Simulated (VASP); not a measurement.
Here is the system:

```
AuZn
1.0
    3.12430     0.00000     0.00000
    0.00000     3.12430     0.00000
    0.00000     0.00000     3.12430
Zn Au
1 1
Direct
  0.50000   0.50000   0.50000
  0.00000   0.00000   0.00000
```

All values below come from SCAN meta-GGA, VASP's PBE PAW potentials (set 64) (plane waves; VASP). Numerical set-up: 520 eV cut-off, 13×13×13 Γ-centred mesh, tetrahedra with Blöchl corrections, potentials Zn Au.

Problem. Give the energies of bands 6 to 14 at the high-symmetry points, in eV from the Fermi level.

Solution. 
| band | Γ | X | M | R |
|---|---|---|---|---|
| 6 | -7.75 | -7.57 | -6.72 | -6.85 |
| 7 | -5.76 | -6.18 | -5.38 | -6.85 |
| 8 | -5.76 | -5.67 | -4.28 | -6.85 |
| 9 | -3.89 | -5.20 | -4.28 | -3.27 |
| 10 | -3.89 | -5.20 | -3.32 | -3.27 |
| 11 | -3.89 | -4.07 | -2.18 | 1.91 |
| 12 | 5.21 | -2.55 | -2.18 | 3.46 |
| 13 | 5.21 | 10.99 | 0.65 | 3.72 |
| 14 | 5.21 | 11.44 | 3.11 | 3.72 |

It has no gap at this level: it comes out as a metal or semimetal.

The compound is AuZn in the CsCl type structure. It was relaxed first. The electron count is odd and the run is not spin-polarised, which forces a metal.
